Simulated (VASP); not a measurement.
Consider the following.

```
CELL_PARAMETERS angstrom
      0.00000     1.91809     1.91809
      1.91809     0.00000     1.91809
      1.91809     1.91809     0.00000
ATOMIC_POSITIONS crystal
  Rh 0.00000 0.00000 0.00000
```

These are PW91 GGA, VASP's PBE PAW potentials (set 64) (plane waves; VASP) values and carry that method's errors. Settings: 520 eV cut-off, 18×18×18 Γ-centred mesh, tetrahedra with Blöchl corrections, potentials Rh_pv.

Predict the energy per atom (σ→0), band gap (on the k-mesh) with the smallest direct gap where there is one.

```json
{
 "band gap (on the k-mesh)": "none (metal, semimetal or under 0.01 eV)",
 "energy per atom (σ→0)": "-7265 meV/atom"
}
```

Total energies compare only between runs with the same potentials, cut-off and functional.

The compound is Rh in the fcc structure. It was relaxed first.
